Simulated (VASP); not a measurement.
Here is a VASP 6.6.1 calculation.

File POSCAR:

```
Be3CdO4
1.0
    5.9758400000      0.0000000000      0.0000000000
    0.0000000000      5.0943100000      0.0000000000
    0.0000000000      0.0000000000      4.7293400000
Be Cd O
6 2 8
Direct
    0.2562220000      0.1506500000      0.5041190000
    0.7437780000      0.1506500000      0.5041190000
    0.0000000000      0.7071580000      0.5021040000
    0.7562220000      0.8493500000      0.0041190000
    0.2437780000      0.8493500000      0.0041190000
    0.5000000000      0.2928420000      0.0021040000
    0.5000000000      0.6560770000      0.5001590000
    0.0000000000      0.3439230000      0.0001590000
    0.2069370000      0.8672540000      0.3502730000
    0.7930630000      0.8672540000      0.3502730000
    0.5000000000      0.2509210000      0.3533200000
    0.0000000000      0.3600860000      0.4605760000
    0.7069370000      0.1327460000      0.8502730000
    0.2930630000      0.1327460000      0.8502730000
    0.0000000000      0.7490790000      0.8533200000
    0.5000000000      0.6399140000      0.9605760000
```

File INCAR.step1:

```
SYSTEM = Be3CdO4
PREC = Accurate
ENCUT = 520
EDIFF = 1E-8
ISMEAR = 0
SIGMA = 0.03
LREAL = .False.
LASPH = .True.
NELM = 80
ALGO = Normal
ISIF = 3
LWAVE = .False.
LCHARG = .False.
GGA = PE
KPAR = 8
IBRION = 2
NSW = 40
EDIFFG = -0.002
```

Contents of INCAR.step2:

```
SYSTEM = Be3CdO4
PREC = Accurate
ENCUT = 520
EDIFF = 1E-8
ISMEAR = 0
SIGMA = 0.03
LREAL = .False.
LASPH = .True.
NELM = 80
ALGO = Normal
ISIF = 2
LWAVE = .False.
LCHARG = .False.
GGA = PE
KPAR = 8
IBRION = 6
NFREE = 2
POTIM = 0.015
NSW = 1
```

The input KPOINTS:

```
Automatic mesh
0
Gamma
  4 4 4
  0 0 0
```

Potentials or basis: VASP PAW PBE potentials, release 64 (Be, Cd, O).

The run is started by

```sh
$ cat potpaw_PBE.64/Be/POTCAR potpaw_PBE.64/Cd/POTCAR potpaw_PBE.64/O/POTCAR > POTCAR
$ cp INCAR.step1 INCAR
$ mpirun -np 8 vasp_std > vasp.out
$ cp CONTCAR POSCAR
$ cp INCAR.step2 INCAR
$ mpirun -np 8 vasp_std > vasp.out
```

Problem. Predict the highest phonon frequency at Γ, LO-TO splitting left out.

Solution. 814 cm⁻¹.

Phonon frequencies in cm⁻¹ (negative: imaginary):
| q point | frequencies |
| --- | --- |
| (0.000, 0.000, 0.000) | 0 0 0 105 111 118 121 181 207 208 235 292 296 357 362 364 395 399 438 458 465 492 494 494 495 511 532 538 552 558 570 582 591 616 631 640 641 645 677 692 702 704 708 741 753 780 794 814 |
